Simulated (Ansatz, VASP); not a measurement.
## GeTe4PbAu2 in two plane-wave programs

Wanted: the spread between two codes on one cell, functional and k mesh. The cell is invented: As first built, before any earlier steps moved the atoms (in the runner's words): it takes the ZnCu2GeTe4 structure with some of its atoms replaced by other elements, volume scaled by an estimate. It may not be a known or stable phase. The cell is taken from a series of VASP runs on this material, whose earlier steps may have relaxed, scaled or displaced it; both programs get it as it stands.

Program: Ansatz 0.2.0. Level of theory: plane waves, with VASP 6.6.1 beside it; relaxation of cell and atoms at PBE. Results are calculated unless marked as measured.

### 1. The starting structure

The structure is tetragonal, space group I-42m (No. 121). Conventional cell: a = 6.749 Å, b = 6.749 Å, c = 12.247 Å, α = 90.00°, β = 90.00°, γ = 90.00°. Pb has 4 Te at 3.17 Å nearest. Au has 4 Te at 2.77 Å nearest. Te has 1 Ge at 2.68 Å and 2 Au at 2.77 Å and 1 Pb at 3.17 Å nearest. Nearest to Ge lie 4 Te at 2.68 Å. As first built, before any earlier steps moved the atoms (in the runner's words): sites of the ZnCu2GeTe4 structure (space group 121) filled with other elements, volume scaled by an estimate. Farther neighbours and most contacts between anions are not listed.

### 2. VASP: relaxation of cell and atoms, PBE

The relaxed volume is the usual yardstick between codes: its relative difference is about their pressure difference at one cell divided by the bulk modulus.

Lines of VASP's logs that name or quote its potential files are left out, and so is its time.

INCAR

```
SYSTEM = GeTe4PbAu2
PREC = Accurate
ENCUT = 410
EDIFF = 1E-06
NELM = 100
ISMEAR = -1
SIGMA = 0.05
LREAL = .FALSE.
ALGO = Normal
GGA = PE
LORBIT = 11
LWAVE = .FALSE.
LCHARG = .FALSE.
KPAR = 4
IBRION = 2
NSW = 60
ISIF = 3
EDIFFG = -0.01
```

POSCAR

```
GeTe4PbAu2
1.0
   -3.3744208144      3.3744208144      6.1232661712
    3.3744208144     -3.3744208144      6.1232661712
    3.3744208144      3.3744208144     -6.1232661712
Pb Au Te Ge
1 2 4 1
Direct
    0.0000000000      0.0000000000      0.0000000000
    0.7500000000      0.2500000000      0.5000000000
    0.2500000000      0.7500000000      0.5000000000
    0.4193194759      0.4193194759      0.5630877432
    0.5806805241      0.1437682673      0.0000000000
    0.1437682673      0.5806805241      0.0000000000
    0.8562317327      0.8562317327      0.4369122568
    0.5000000000      0.5000000000      0.0000000000
```

KPOINTS

```
Automatic mesh
0
Gamma
5 5 5
0 0 0
```

The projector-augmented-wave data sets are Pb_d, Au, Te and Ge_d (PBE family, release 64).

Command:

```
$ mpirun -np 4 vasp_std
```

Numbers of over 12 decimals in the logs are rounded to 6 here.

The program printed:

```text
[banner, memory and clock lines left out]
running    4 mpi-ranks, on    1 nodes
 distrk:  each k-point on    1 cores,    4 groups
 distr:  one band on    1 cores,    1 groups

 POSCAR found type information on POSCAR PbAuTeGe
 POSCAR found :  4 types and       8 ions
 LDA part: xc-table for (Slater+PW92), standard interpolation
 POSCAR, INCAR and KPOINTS ok, starting setup
 FFT: planning ... GRIDC
 FFT: planning ... GRID_SOFT
 FFT: planning ... GRID
 WAVECAR not read
 entering main loop
       N       E                     dE             d eps       ncg     rms          rms(c)
DAV:   1     0.588083765093E+03    0.58808E+03   -0.27993E+04  1936   0.169E+03
DAV:   2     0.518169205019E+02   -0.53627E+03   -0.52034E+03  1704   0.489E+02
DAV:   3    -0.238757865263E+02   -0.75693E+02   -0.73987E+02  1960   0.148E+02
DAV:   4    -0.280895959454E+02   -0.42138E+01   -0.41847E+01  1888   0.397E+01
DAV:   5    -0.282873435186E+02   -0.19775E+00   -0.19755E+00  2360   0.867E+00    0.132E+01
DAV:   6    -0.276672920414E+02    0.62005E+00   -0.31479E+00  1820   0.115E+01    0.972E+00
DAV:   7    -0.276512856529E+02    0.16006E-01   -0.51071E-01  2012   0.346E+00    0.434E+00
DAV:   8    -0.276486579631E+02    0.26277E-02   -0.56693E-02  2120   0.115E+00    0.991E-01
DAV:   9    -0.276490074880E+02   -0.34952E-03   -0.15655E-02  2024   0.918E-01    0.247E-01
DAV:  10    -0.276495495956E+02   -0.54211E-03   -0.16029E-03  1916   0.203E-01    0.122E-01
DAV:  11    -0.276497593234E+02   -0.20973E-03   -0.52828E-04  1832   0.151E-01    0.357E-02
DAV:  12    -0.276498104749E+02   -0.51152E-04   -0.99959E-05  1752   0.651E-02    0.240E-02
DAV:  13    -0.276498247668E+02   -0.14292E-04   -0.25141E-05  1612   0.231E-02    0.569E-03
DAV:  14    -0.276498255475E+02   -0.78065E-06   -0.16896E-06  1396   0.717E-03
   1 F= -.27649826E+02 E0= -.27640784E+02  d E =-.276498E+02
 curvature:   0.00 expect dE= 0.000E+00 dE for cont linesearch  0.000E+00
 trial: gam= 0.00000 g(F)=  0.887E-05 g(S)=  0.237E-04 ort = 0.000E+00 (trialstep = 0.100E+01)
 search vector abs. value=  0.326E-04
 reached required accuracy - stopping structural energy minimisation
```

Parts of OUTCAR (step 2):

```text
ion  position               nearest neighbor table
   1  0.000  0.000  0.000-   5 3.17   6 3.17   4 3.17   7 3.17
   2  0.750  0.250  0.500-   7 2.77   6 2.77   5 2.77   4 2.77
   3  0.250  0.750  0.500-   7 2.77   5 2.77   6 2.77   4 2.77
   4  0.419  0.419  0.563-   8 2.68   3 2.77   2 2.77   1 3.17
   5  0.581  0.144  0.000-   8 2.68   2 2.77   3 2.77   1 3.17
   6  0.144  0.581  0.000-   8 2.68   3 2.77   2 2.77   1 3.17
   7  0.856  0.856  0.437-   8 2.68   3 2.77   2 2.77   1 3.17
   8  0.500  0.500  0.000-   4 2.68   5 2.68   6 2.68   7 2.68

  LATTYP: Found a body centered tetragonal cell.
 ALAT       =     6.7488416288
 C/A-ratio  =     1.8146124944

 Subroutine GETGRP returns: Found  8 space group operations
 (whereof  8 operations were pure point group operations)

The static configuration has the point symmetry D_2d.

 Found     18 irreducible k-points:

   k-points           NKPTS =     18   k-points in BZ     NKDIM =     18   number of bands    NBANDS=     44

   dimension x,y,z NGX =    54 NGY =   54 NGZ =   54
   dimension x,y,z NGXF=   108 NGYF=  108 NGZF=  108

   ENCUT  =  410.0 eV  30.13 Ry    5.49 a.u.  12.82 12.82 12.82*2*pi/ulx,y,z

   NELECT =      74.0000    total number of electrons

 k-points in reciprocal lattice and weights: Automatic mesh
   0.00000000  0.00000000  0.00000000       0.008
   0.20000000  0.00000000 -0.00000000       0.064
   0.40000000  0.00000000 -0.00000000       0.064
   0.20000000  0.20000000 -0.00000000       0.064
   0.40000000  0.20000000 -0.00000000       0.128
  -0.40000000  0.20000000 -0.00000000       0.128
  -0.20000000  0.20000000  0.00000000       0.032
   0.40000000  0.40000000 -0.00000000       0.064
  -0.40000000  0.40000000  0.00000000       0.032
[...]
-0.40000000  0.40000000  0.40000000       0.032
  -0.40000000 -0.40000000  0.40000000       0.016

 average (electrostatic) potential at core
       1 -93.4272       2 -68.8692       3 -68.8692       4 -90.3670       5 -90.3670
       6 -90.3670       7 -90.3670       8 -75.6222

 E-fermi :   4.3298

 k-point     1 :       0.0000    0.0000    0.0000
  band No.  band energies     occupation
    ...
     33       2.4586      2.00000
     34       2.4732      2.00000
     35       4.1178      1.97162
     36       4.1178      1.97162
     37       4.1348      1.96030
     38       4.4213      0.27659
     39       5.0730      0.00000
     40       6.1774      0.00000
     41       6.5910      0.00000
     42       6.5910      0.00000
    ...

 k-point     2 :       0.2000    0.0000   -0.0000
  band No.  band energies     occupation
    ...
     33       2.2150      2.00000
     34       2.8043      2.00000
     35       3.6345      2.00000
     36       3.9029      1.99961
     37       3.9981      1.99737
     38       4.7848      0.00022
     39       5.3965      0.00000
     40       6.2510      0.00000
     41       6.5125      0.00000
     42       6.7908      0.00000
    ...

 k-point     3 :       0.4000    0.0000   -0.0000
  band No.  band energies     occupation
    ...
     33       2.4156      2.00000
     34       2.8138      2.00000
     35       3.0899      2.00000
     36       3.5418      2.00000
     37       4.2648      1.57207
     38       4.9843      0.00000
     39       6.0113      0.00000
     40       6.2056      0.00000
     41       6.5235      0.00000
     42       6.7153      0.00000
    ...

  Total        0.0381384      0.0381384     -0.0319923      0.0000000      0.0000000      0.0000000
  in kB        0.2190944      0.2190944     -0.1837869      0.0000000      0.0000000      0.0000000
  external PRESSURE =       0.0848006 kB  Pullay stress =       0.0000000 kB

  energy-cutoff  :      410.00
  volume of cell :      278.90
      direct lattice vectors                 reciprocal lattice vectors
    -3.374420814  3.374420814  6.123266171     0.000000000  0.148173576  0.081655768
     3.374420814 -3.374420814  6.123266171     0.148173576  0.000000000  0.081655768
     3.374420814  3.374420814 -6.123266171     0.148173576  0.148173576  0.000000000

 POSITION                                       TOTAL-FORCE (eV/Angst)
 -----------------------------------------------------------------------------------
      0.00000      0.00000      0.00000        -0.000000      0.000000      0.000000
      0.00000      3.37442      3.06163        -0.000000      0.000000      0.000000
      3.37442      0.00000      3.06163        -0.000000     -0.000000      0.000000
      1.90010      1.90010      1.68727         0.001990      0.001990      0.006168
     -1.47433      1.47433      4.43599         0.001990     -0.001990     -0.006168
      1.47433     -1.47433      4.43599        -0.001990      0.001990     -0.006168
      1.47433      1.47433      7.81054        -0.001990     -0.001990      0.006168
      0.00000      0.00000      6.12327         0.000000      0.000000      0.000000
 -----------------------------------------------------------------------------------
    total drift:                                0.000001      0.000001     -0.000001

  FREE ENERGIE OF THE ION-ELECTRON SYSTEM (eV)
  ---------------------------------------------------
  free  energy   TOTEN  =       -27.6498255475 eV

  energy  without entropy=      -27.6317421375  energy(sigma->0) =      -27.64078384

 reached required accuracy - stopping structural energy minimisation

 total charge
# of ion       s       p       d       tot
------------------------------------------
    1        1.467   0.589   9.816  11.872
    2        0.547   0.308   8.807   9.662
    3        0.547   0.308   8.807   9.662
    4        1.378   1.925   0.042   3.345
    5        1.378   1.925   0.042   3.345
    6        1.378   1.925   0.042   3.345
    7        1.378   1.925   0.042   3.345
    8        1.181   1.011  10.031  12.222
--------------------------------------------------
tot          9.254   9.916  37.630  56.800

[... 3 further parts left out ...]
```

CONTCAR:

```
GeTe4PbAu2
   1.00000000000000
    -3.3744208144000001    3.3744208144000001    6.1232661712000001
     3.3744208144000001   -3.3744208144000001    6.1232661712000001
     3.3744208144000001    3.3744208144000001   -6.1232661712000001
  Pb              Au              Te              Ge
     1     2     4     1
Direct
     0.0000000000000000    0.0000000000000000    0.0000000000000000
     0.7500000000000000    0.2500000000000000    0.5000000000000000
     0.2500000000000000    0.7500000000000000    0.5000000000000000
     0.4193194758999965    0.4193194758999965    0.5630877432000005
     0.5806805241000035    0.1437682672999969    0.0000000000000000
     0.1437682672999969    0.5806805241000035    0.0000000000000000
     0.8562317327000031    0.8562317327000031    0.4369122567999995
     0.5000000000000000    0.5000000000000000    0.0000000000000000
```

The run keeps the 8 symmetry operations of its start, so it cannot find a distortion of lower symmetry.

[end of part 1 of 2]

[Lines on the potential files, build, host, timing and source positions are cut from VASP's logs without a mark.]

[Logs are printed without paths, hosts, clocks, repeated set-up lines and the standing remarks that a program may print on its own settings, such as how far it seeks lower states.]

[Hosts, paths, dates, database ids (printed as entryN), source tags and the programs' standing remarks are cut or masked in the printed files.]
